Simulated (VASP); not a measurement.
Consider the following.

```xyz
5
Lattice="3.9213 0.0000 0.0000 -1.9606 3.3959 0.0000 0.0000 0.0000 6.7494" Properties=species:S:1:pos:R:3 pbc="T T T"
Na    -1.9606     3.3959     0.1719
Li     0.0000     2.2639     2.4145
Zn     1.9606     1.1320     4.1298
S      0.0000     2.2639     4.9540
S      1.9606     1.1320     1.8284
```

All values below come from PBEsol GGA, VASP's PBE PAW potentials (set 64) (plane waves; VASP 6.6.1). Settings: 520 eV cut-off, Gaussian smearing of 0.050 eV, potentials Na_pv Li_sv Zn S.

### Question
What does the run give for the band gap (along the path) with the smallest direct gap where there is one?

### Answer

```yaml
band gap (along the path): 1.84 eV
smallest direct gap (along the path): 1.84 eV
```

The absolute energy has meaning only against runs of the same code, potentials and settings.

The structure comes from a computed database's NaLiZnS2 entry (P3m1); how it stands against other phases isn't given here. It was relaxed first.
